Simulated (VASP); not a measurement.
## A VASP study of MgCdSeS (SCAN): structure first, properties next

Wanted: the relaxed cell of MgCdSeS and its properties. The steps: rough relaxation of the start cell, relaxing cell and atoms (SCAN), single point with fields (SCAN), bands along the symmetry lines (SCAN) and density of states (SCAN). The cell is invented: it takes the structure of a Materials Project entry for ZnCdSeS (space group 156 there), with some of its atoms replaced by other elements, volume scaled by an estimate. It may not be a known or stable phase. Left out of this account: 2 further runs (phonons: its modes failed a check; core levels: core levels are not valid at this level).

Method: SCAN; plane waves and PAW (Cd, Se, S, Mg); invented cell, in VASP 6.6.1.

## 1. Set-up

Before any relaxation, the start is as follows. Symmetry: P3m1, No. 156, trigonal system. The conventional cell has a = 4.123 Å, b = 4.123 Å, c = 6.854 Å, α = 90.00°, β = 90.00°, γ = 120.00°. Cd has 1 S at 2.57 Å and 3 Se at 2.63 Å nearest. Nearest to Se lie 1 Mg at 2.50 Å and 3 Cd at 2.63 Å. S has 3 Mg at 2.47 Å and 1 Cd at 2.57 Å nearest. Nearest to Mg lie 3 S at 2.47 Å and 1 Se at 2.50 Å. It derives from ZnCdSeS. it takes the structure of a Materials Project entry for ZnCdSeS (space group 156 there), with some of its atoms replaced by other elements, volume scaled by an estimate. Farther neighbours and most contacts between anions are not listed.

Coordinates:

```cif
data_structure
_symmetry_space_group_name_H-M 'P3m1'
_symmetry_Int_Tables_number 156
_cell_length_a 4.1232
_cell_length_b 4.1232
_cell_length_c 6.8537
_cell_angle_alpha 90.000
_cell_angle_beta 90.000
_cell_angle_gamma 120.000
_cell_volume 100.91
loop_
_atom_site_label
_atom_site_type_symbol
_atom_site_symmetry_multiplicity
_atom_site_Wyckoff_symbol
_atom_site_fract_x
_atom_site_fract_y
_atom_site_fract_z
_atom_site_occupancy
Cd1 Cd 1 a 0.00000 0.00000 0.51697 1
Se1 Se 1 b 0.33333 0.66667 0.35357 1
S1 S 1 a 0.00000 0.00000 0.89196 1
Mg1 Mg 1 b 0.33333 0.66667 0.98950 1
```

## 2. Rough relaxation of the start cell

The start is only an estimate, so a cheap relaxation brings it near a minimum before any careful run. SCAN adds the kinetic-energy density; it is numerically more delicate than r2SCAN.

The input, INCAR:

```
SYSTEM = MgCdSeS
PREC = Normal
ENCUT = 400
EDIFF = 1E-05
NELM = 60
ISMEAR = 0
SIGMA = 0.05
LREAL = .FALSE.
ALGO = Normal
METAGGA = SCAN
LASPH = .TRUE.
NBANDS = 19
LORBIT = 11
LWAVE = .FALSE.
LCHARG = .FALSE.
KPAR = 2
IBRION = 2
NSW = 40
ISIF = 3
EDIFFG = -0.04
```

The input, POSCAR:

```
MgCdSeS
1.0
    4.1231710000      0.0000000000      0.0000000000
   -2.0615860000      3.5707710000      0.0000000000
    0.0000000000      0.0000000000      6.8536610000
Cd Se S Mg
1 1 1 1
Direct
    0.0000000000      0.0000000000      0.5169700000
    0.3333333300      0.6666666700      0.3535650000
    0.0000000000      0.0000000000      0.8919620000
    0.3333333300      0.6666666700      0.9895030000
```

The input, KPOINTS:

```
Automatic mesh
0
Gamma
5 5 3
0 0 0
```

PAW data sets: Cd, Se, S and Mg (PBE family, release 64).

Run with:

```bash
$ mpirun -np 2 vasp_std
```

Log:

```text
[banner, memory and clock lines left out]
running    2 mpi-ranks, on    1 nodes
 distrk:  each k-point on    1 cores,    2 groups
 distr:  one band on    1 cores,    1 groups

 POSCAR found type information on POSCAR CdSeS Mg
 POSCAR found :  4 types and       4 ions
|                                                                             |
|               ----> ADVICE to this user running VASP <----                  |
|                                                                             |
|     You enforced a specific xc type in the INCAR file but a different       |
|     [... a line on the potential file left out ...]
|     I HOPE YOU KNOW WHAT YOU ARE DOING!                                     |
|                                                                             |

 LDA part: xc-table for (None), standard interpolation
 POSCAR, INCAR and KPOINTS ok, starting setup
 FFT: planning ... GRIDC
 FFT: planning ... GRID_SOFT
 FFT: planning ... GRID
 WAVECAR not read
 entering main loop
       N       E                     dE             d eps       ncg     rms          rms(c)
DAV:   1     0.622213362139E+02    0.62221E+02   -0.10112E+04   456   0.973E+02
DAV:   2    -0.690061811055E+02   -0.13123E+03   -0.12779E+03   535   0.243E+02
DAV:   3    -0.764152565793E+02   -0.74091E+01   -0.73825E+01   540   0.579E+01
DAV:   4    -0.764793607081E+02   -0.64104E-01   -0.64081E-01   605   0.543E+00
DAV:   5    -0.764800075191E+02   -0.64681E-03   -0.64678E-03   568   0.533E-01    0.726E+00
DAV:   6    -0.695349564749E+02    0.69451E+01   -0.57491E+00   508   0.309E+01    0.858E+00
DAV:   7    -0.695401217687E+02   -0.51653E-02   -0.59633E-01   557   0.632E+00    0.594E+00
DAV:   8    -0.695677741830E+02   -0.27652E-01   -0.15851E-01   490   0.351E+00    0.153E+00
DAV:   9    -0.695765836022E+02   -0.88094E-02   -0.22092E-02   556   0.105E+00    0.207E-01
DAV:  10    -0.695763970580E+02    0.18654E-03   -0.26860E-03   489   0.442E-01    0.145E-01
DAV:  11    -0.695764731848E+02   -0.76127E-04   -0.20287E-04   520   0.164E-01    0.832E-02
DAV:  12    -0.695764750582E+02   -0.18735E-05   -0.10238E-04   489   0.893E-02    0.116E-02
DAV:  13    -0.695764714374E+02    0.36208E-05   -0.47832E-06   291   0.149E-02
   1 F= -.69576471E+02 E0= -.69576471E+02  d E =-.695765E+02
 curvature:   0.00 expect dE= 0.000E+00 dE for cont linesearch  0.000E+00
 trial: gam= 0.00000 g(F)=  0.304E-01 g(S)=  0.749E-03 ort = 0.000E+00 (trialstep = 0.100E+01)
 search vector abs. value=  0.312E-01
 bond charge predicted
       N       E                     dE             d eps       ncg     rms          rms(c)
DAV:   1    -0.695921015230E+02   -0.15626E-01   -0.13850E+00   456   0.686E+00    0.875E-01
DAV:   2    -0.695991388037E+02   -0.70373E-02   -0.74656E-02   542   0.221E+00    0.262E-01
DAV:   3    -0.695984180692E+02    0.72073E-03   -0.21466E-03   561   0.374E-01    0.165E-01
DAV:   4    -0.695980232475E+02    0.39482E-03   -0.62272E-04   549   0.145E-01    0.522E-02
DAV:   5    -0.695979795831E+02    0.43664E-04   -0.54061E-05   514   0.472E-02    0.292E-02
DAV:   6    -0.695979289251E+02    0.50658E-04   -0.80959E-06   323   0.267E-02    0.151E-02
DAV:   7    -0.695978926842E+02    0.36241E-04   -0.64421E-06   271   0.216E-02    0.519E-03
DAV:   8    -0.695978979531E+02   -0.52690E-05   -0.10040E-06   228   0.729E-03
   2 F= -.69597898E+02 E0= -.69597898E+02  d E =-.214265E-01
[...]
3 F= -.69602104E+02 E0= -.69602104E+02  d E =-.256328E-01
[...]
4 F= -.69603002E+02 E0= -.69603002E+02  d E =-.265305E-01
[...]
5 F= -.69604924E+02 E0= -.69604924E+02  d E =-.192203E-02
[...]
6 F= -.69604974E+02 E0= -.69604974E+02  d E =-.197164E-02
[...]
7 F= -.69604967E+02 E0= -.69604967E+02  d E =-.196459E-02
 curvature:  -0.57 expect dE=-0.383E-03 dE for cont linesearch -0.194E-05
 trial: gam= 0.10899 g(F)=  0.481E-03 g(S)=  0.185E-03 ort = 0.126E-03 (trialstep = 0.115E+01)
 search vector abs. value=  0.750E-03
 bond charge predicted
       N       E                     dE             d eps       ncg     rms          rms(c)
DAV:   1    -0.696060093263E+02   -0.10449E-02   -0.26156E-01   459   0.316E+00    0.223E-01
DAV:   2    -0.696057606702E+02    0.24866E-03   -0.38131E-03   543   0.597E-01    0.111E-01
DAV:   3    -0.696055981767E+02    0.16249E-03   -0.32172E-04   595   0.134E-01    0.653E-02
DAV:   4    -0.696055178876E+02    0.80289E-04   -0.57480E-05   578   0.605E-02    0.310E-02
DAV:   5    -0.696054837263E+02    0.34161E-04   -0.23510E-05   519   0.394E-02    0.789E-03
DAV:   6    -0.696054820757E+02    0.16507E-05   -0.32751E-06   228   0.157E-02
   8 F= -.69605482E+02 E0= -.69605482E+02  d E =-.515509E-03
 trial-energy change:   -0.000516  1 .order   -0.000521   -0.000780   -0.000263
 step:   1.7279(harm=  1.7279)  dis= 0.00289  next Energy=   -69.605555 (dE=-0.588E-03)
 reached required accuracy - stopping structural energy minimisation
```

Wall time 86 s (2 MPI ranks of AMD EPYC 9R14 (Zen 4), shared host); peak memory 0.27 GiB; 2.8 min of CPU time.

Lines that name or quote the potential files are left out of all logs, and their timing lines are given in words.

Parts of OUTCAR (step 2):

```text
ion  position               nearest neighbor table
   1  0.000  0.000  0.517-   3 2.57   2 2.63   2 2.63   2 2.63
   2  0.333  0.667  0.354-   4 2.50   1 2.63   1 2.63   1 2.63
   3  0.000  0.000  0.892-   4 2.47   4 2.47   4 2.47   1 2.57
   4  0.333  0.667  0.990-   3 2.47   3 2.47   3 2.47   2 2.50

  LATTYP: Found a hexagonal cell.
 ALAT       =     4.1231710000
 C/A-ratio  =     1.6622305987

 Subroutine GETGRP returns: Found  6 space group operations
 (whereof  6 operations were pure point group operations)

The static configuration has the point symmetry C_3v.

 Found     12 irreducible k-points:

   k-points           NKPTS =     12   k-points in BZ     NKDIM =     12   number of bands    NBANDS=     19

   dimension x,y,z NGX =    20 NGY =   20 NGZ =   36
   dimension x,y,z NGXF=    40 NGYF=   40 NGZF=   72

   ENCUT  =  400.0 eV  29.40 Ry    5.42 a.u.   6.72  6.72 11.18*2*pi/ulx,y,z

   NELECT =      26.0000    total number of electrons

 k-points in reciprocal lattice and weights: Automatic mesh
   0.00000000  0.00000000  0.00000000       0.013
   0.20000000  0.00000000  0.00000000       0.080
   0.40000000  0.00000000  0.00000000       0.080
   0.20000000  0.20000000  0.00000000       0.080
   0.40000000  0.20000000  0.00000000       0.080
   0.00000000  0.00000000  0.33333333       0.027
   0.20000000  0.00000000  0.33333333       0.080
   0.00000000  0.20000000  0.33333333       0.080
   0.40000000  0.00000000  0.33333333       0.080
   0.00000000  0.40000000  0.33333333       0.080
   0.20000000  0.20000000  0.33333333       0.160
   0.40000000  0.20000000  0.33333333       0.160

 average (electrostatic) potential at core
       1 -44.9355       2 -60.1312       3 -92.1124       4 -43.0006

 E-fermi :   1.4818

 k-point     1 :       0.0000    0.0000    0.0000
  band No.  band energies     occupation
    ...
      9      -0.4541      2.00000
     10      -0.4539      2.00000
     11       0.6303      2.00000
     12       1.2558      2.00000
     13       1.2560      2.00000
     14       3.1344      0.00000
     15       4.9266      0.00000
     16       8.0075      0.00000
     17       8.0077      0.00000
     18       8.1380      0.00000
    ...

 k-point     2 :       0.2000    0.0000    0.0000
  band No.  band energies     occupation
    ...
      9      -1.3581      2.00000
     10      -0.6638      2.00000
     11      -0.3754      2.00000
     12       0.4795      2.00000
     13       0.9383      2.00000
     14       4.4428      0.00000
     15       5.7847      0.00000
     16       7.2933      0.00000
     17       7.7214      0.00000
     18       8.4605      0.00000
    ...

 k-point     3 :       0.4000    0.0000    0.0000
  band No.  band energies     occupation
    ...
      9      -2.1767      2.00000
     10      -1.6891      2.00000
     11      -0.9791      2.00000
     12      -0.2383      2.00000
     13       0.4939      2.00000
     14       5.2087      0.00000
     15       5.4748      0.00000
     16       6.3134      0.00000
     17       8.1629      0.00000
     18       8.2444      0.00000
    ...

  Total        0.0006808      0.0006808     -0.0204281     -0.0000000      0.0000000     -0.0000000
  in kB        0.0107330      0.0107330     -0.3220764     -0.0000000      0.0000000     -0.0000000
  external PRESSURE =      -0.1002035 kB  Pullay stress =       0.0000000 kB

  energy-cutoff  :      400.00
  volume of cell :      101.62
      direct lattice vectors                 reciprocal lattice vectors
     4.147256362 -0.000000003  0.000000000     0.241123266  0.139212610 -0.000000000
    -2.073628687  3.591629540 -0.000000000     0.000000000  0.278425152 -0.000000000
     0.000000000  0.000000000  6.822227943    -0.000000000 -0.000000000  0.146579682

 POSITION                                       TOTAL-FORCE (eV/Angst)
 -----------------------------------------------------------------------------------
     -2.07363      3.59163      3.52271        -0.000000     -0.000000     -0.037708
     -0.00000      2.39442      2.47594         0.000000      0.000000      0.012004
      0.00000      0.00000      6.05094         0.000000      0.000000      0.033409
     -0.00000      2.39442      6.72518        -0.000000     -0.000000     -0.007704
 -----------------------------------------------------------------------------------
    total drift:                               -0.000093      0.000079     -0.048217

  FREE ENERGIE OF THE ION-ELECTRON SYSTEM (eV)
  ---------------------------------------------------
  free  energy   TOTEN  =       -69.6054820757 eV

  energy  without entropy=      -69.6054820757  energy(sigma->0) =      -69.60548208

 reached required accuracy - stopping structural energy minimisation

 total charge
# of ion       s       p       d       tot
------------------------------------------
    1        0.431   0.328   9.570  10.329
    2        1.436   2.489   0.020   3.945
    3        1.304   2.486   0.000   3.790
    4        0.149   0.131   0.032   0.312
--------------------------------------------------
tot          3.320   5.434   9.622  18.375

[... 3 further parts left out ...]
```

CONTCAR:

```
MgCdSeS
   1.00000000000000
     4.1472563619897098   -0.0000000033887115    0.0000000000000000
    -2.0736286868502978    3.5916295400228506   -0.0000000000000000
     0.0000000000000000    0.0000000000000000    6.8222279429895849
  Cd              Se              S               Mg
     1     1     1     1
Direct
     0.0000000000000000    1.0000000000000000    0.5163581467439469
     0.3333333300000021    0.6666666699999979    0.3629226269523494
     0.0000000000000000    0.0000000000000000    0.8869446245576841
     0.3333333300000021    0.6666666699999979    0.9857746017460222
```

The gap is read on the k-mesh alone, so it is an upper bound where the band edges lie off the mesh. This relaxation is a rough one on cheap settings, only to bring the start near its minimum. The PAW data sets were made with PBE, which is usual practice but a small mismatch for other functionals. The run keeps the 6 symmetry operations of its start, so it cannot find a distortion of lower symmetry.

Relaxation path:

```
step  energy less that of the first step (eV)  largest force (eV/Å)  pressure (GPa)  volume (Å³)
   1                                   0.0000                0.6480            0.23       100.91
   2                                  -0.0214                0.2766           -0.05       101.43
   3                                  -0.0256                0.1059           -0.26       102.06
   4                                  -0.0265                0.0668           -0.21       101.89
   5                                  -0.0285                0.0954            0.12       101.41
   6                                  -0.0285                0.0787            0.07       101.48
   7                                  -0.0285                0.0834            0.08       101.46
   8                                  -0.0290                0.0377           -0.01       101.62
```

```
conventional cell, symmetrised  before  after  change
                         a (Å)   4.123  4.147  +0.6 %
                         b (Å)   4.123  4.147  +0.6 %
                         c (Å)   6.854  6.822  -0.5 %
              volume (Å³/atom)   25.23  25.40  +0.7 %
```

The atoms that moved most (Å, as changes of fractional coordinates times the final cell):

```
atom     dx     dy      dz  length
 Se2  0.000  0.000   0.064   0.064
  S3  0.000  0.000  -0.034   0.034
 Mg4  0.000  0.000  -0.025   0.025
```

Final coordinates:

```xyz
4
Lattice="4.1473 0.0000 0.0000 -2.0736 3.5916 0.0000 0.0000 0.0000 6.8222" Properties=species:S:1:pos:R:3 pbc="T T T"
Cd    0.0000    0.0000    3.5227
Se    0.0000    2.3944    2.4759
S     0.0000    0.0000    6.0509
Mg    0.0000    2.3944    6.7252
```

A gap read on the k-mesh alone can miss the band edges.

This step gave:

```
electrons                       : 26
bands                           : 19
irreducible k-points            : 12
symmetry operations             : 6
free energy (TOTEN)             : -69.6055 eV
Fermi energy                    : 1.482 eV
pressure                        : -0.01002 GPa
metallic                        : no
valence top at k                : 0, 0, 0
conduction bottom at k          : 0, 0, 0
least direct gap at k           : 0, 0, 0
SCF cycles over all ionic steps : 57
gap on the k-mesh               : 1.878 eV
least direct gap on the k-mesh  : 1.878 eV
```

It ends with a largest force of 0.038 eV/Å and a pressure of -0.01 GPa.

[end of part 1 of 4]

[Lines on the potential files, build, host, timing and source positions are cut from VASP's logs without a mark.]

[Logs are printed without paths, hosts, clocks, repeated set-up lines and the standing remarks that a program may print on its own settings, such as how far it seeks lower states.]

[Hosts, paths, dates, database ids (printed as entryN), source tags and the programs' standing remarks are cut or masked in the printed files.]

[A measured line is paired with the nearest computed mode of its activity, which favours agreement.]
